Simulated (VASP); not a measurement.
Given:

```
TaS2
1.0
    1.64723     0.95103     6.11404
   -1.64723     0.95103     6.11404
    0.00000    -1.90206     6.11404
Ta S
1 2
Direct
  0.00005   0.00005   0.00005
  0.75177   0.75177   0.75177
  0.58148   0.58148   0.58148
```

The numbers are results of PBEsol GGA, VASP's PBE PAW potentials (set 64) (plane waves; VASP), not measurements. Run with 400 eV cut-off, 12×12×12 Γ-centred mesh, tetrahedra with Blöchl corrections, potentials Ta_pv S.

The cores are frozen, which limits the accuracy of field gradients. Without a dispersion term in the relaxation, distances and binding between the weakly bound layers, chains or molecules are unreliable, and so is what depends on them.

### Question
Give the principal components of the electric field gradient (V/Å²) and the asymmetry η at each nucleus.

### Answer

```
atom   Vxx   Vyy     Vzz     η
----  ----  ----  ------  ----
Ta1   76.4  76.3  -152.7  0.00
S2    17.6  17.6   -35.2  0.00
S3    17.1  17.1   -34.2  0.00
```

The structure was generated: TaS2 was put into the 3R-MoS2 type (R3m), which need not be its known phase. It was relaxed first, which changed the volume by +5 %.
